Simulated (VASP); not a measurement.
A convergence study with VASP on RbBr (rock salt): one setting is varied, all else stays as given below, so the limit is that of these other settings. ε∞ is the independent-particle value.

```xyz
2
Lattice="0.0000 3.4450 3.4450 3.4450 0.0000 3.4450 3.4450 3.4450 0.0000" Properties=species:S:1:pos:R:3 pbc="T T T"
Rb     0.0000     0.0000     0.0000
Br     3.4450     3.4450     3.4450
```

All values below come from PBE GGA, VASP's PBE PAW potentials (set 64) (plane waves; VASP). The tightest run used: 550 eV cut-off, 6×6×6 Γ-centred mesh, Gaussian smearing of 0.050 eV, potentials Rb_sv Br.

Question: The settings run are NBANDS = 9; NBANDS = 10; NBANDS = 12; NBANDS = 16; NBANDS = 24; NBANDS = 40; NBANDS = 72; NBANDS = 136. From which on does the mean ε∞ stay within 0.05  of the tightest run?

Answer: From NBANDS = 24 on: it is off by 0.04 there and by no more than 0.05 in any finer run, while NBANDS = 16 is off by 0.25.
| setting | mean ε∞ | bands | difference judged () |
|---|---|---|---|
| NBANDS = 9 | 1.49 | 9 | 1.30 |
| NBANDS = 10 | 1.77 | 10 | 1.03 |
| NBANDS = 12 | 2.14 | 12 | 0.65 |
| NBANDS = 16 | 2.54 | 16 | 0.25 |
| NBANDS = 24 | 2.76 | 24 | 0.04 |
| NBANDS = 40 | 2.79 | 40 | 0.01 |
| NBANDS = 72 | 2.79 | 72 | 0.00 |
| NBANDS = 136 | 2.80 | 136 | 0.00 |

Left out are rungs that failed or repeat a setting and relaxations that didn't move; long series are thinned to 24 rows.

The compound is RbBr in the rock salt structure. The cell was not relaxed at this level.
